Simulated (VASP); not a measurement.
VASP ran on this input.

File POSCAR:
```
RbSb2
1
    6.9286440000    -2.0591560000     0.0000000000
    6.9286440000     2.0591560000     0.0000000000
   -2.2798920000     0.0000000000     8.2384420000
Rb Sb
2 4
Direct
  0.8283760000   0.8365820000   0.2942060000
  0.1580720000   0.1856890000   0.7062250000
  0.5468150000   0.5727150000   0.3105260000
  0.4564210000   0.4174670000   0.6857150000
  0.9180080000   0.8866880000   0.8856040000
  0.0923070000   0.1008590000   0.1177240000
```

INCAR:
```
# general
SYSTEM =RbSb2
PREC   =Accurate
ENCUT  =300   # plane-wave cut-off (eV)
LREAL  =.FALSE.   # projection in real space or not
LASPH  =.TRUE.   # aspherical one-centre terms

# electronic loop
EDIFF  =1E-6   # SCF stop (eV)
NELM   =100
ALGO   =Normal
LMAXMIX=4   # l cut-off of mixed one-centre charges

# smearing
ISMEAR =-1
SIGMA  =0.05

# ions
ISIF   =2

# output
LWAVE  =.FALSE.
LCHARG =.FALSE.
```

File KPOINTS:
```
Automatic mesh
0
Gamma
3 3 2
0 0 0
```

POTCAR, in this order: Rb_sv Sb (LDA.64 set). Program: vasp_std.

Task: Translate this LDA calculation to Quantum ESPRESSO's pw.x.

Result: One equivalent input (not run):
```
&CONTROL
  calculation = 'scf'
  pseudo_dir = './pseudo'
  outdir = './out'
  tprnfor = .true.
  tstress = .true.
/
&SYSTEM
  ibrav = 0
  nat = 6
  ntyp = 2
  ecutwfc = 84
  occupations = 'smearing'
  smearing = 'fermi-dirac'
  degauss = 0.003675
  input_dft = 'pz'
/
&ELECTRONS
  conv_thr = 7.3e-08
  electron_maxstep = 100
/
ATOMIC_SPECIES
  Rb 85.468 Rb.upf
  Sb 121.760 Sb.upf
CELL_PARAMETERS angstrom
     6.9286440   -2.0591560    0.0000000
     6.9286440    2.0591560    0.0000000
    -2.2798920    0.0000000    8.2384420
ATOMIC_POSITIONS crystal
  Rb   0.8283760  0.8365820  0.2942060
  Rb   0.1580720  0.1856890  0.7062250
  Sb   0.5468150  0.5727150  0.3105260
  Sb   0.4564210  0.4174670  0.6857150
  Sb   0.9180080  0.8866880  0.8856040
  Sb   0.0923070  0.1008590  0.1177240
K_POINTS automatic
  3 3 2 0 0 0
```
What does not carry over: the potentials are each code's own (VASP's PAW set, PseudoDojo norm-conserving files in pw.x), so ENCUT and ecutwfc are chosen apart and not converted; conv_thr bounds pw.x's estimated SCF error, while EDIFF bounds the energy change between steps.

The structure comes from a computed database's RbSb2 entry; how it stands against other phases isn't given here. The cell was not relaxed at this level, atoms are displaced from their ideal sites. The k-mesh is coarse (spacing up to 0.53 per Å, 2π included), so the numbers may not be converged in it.
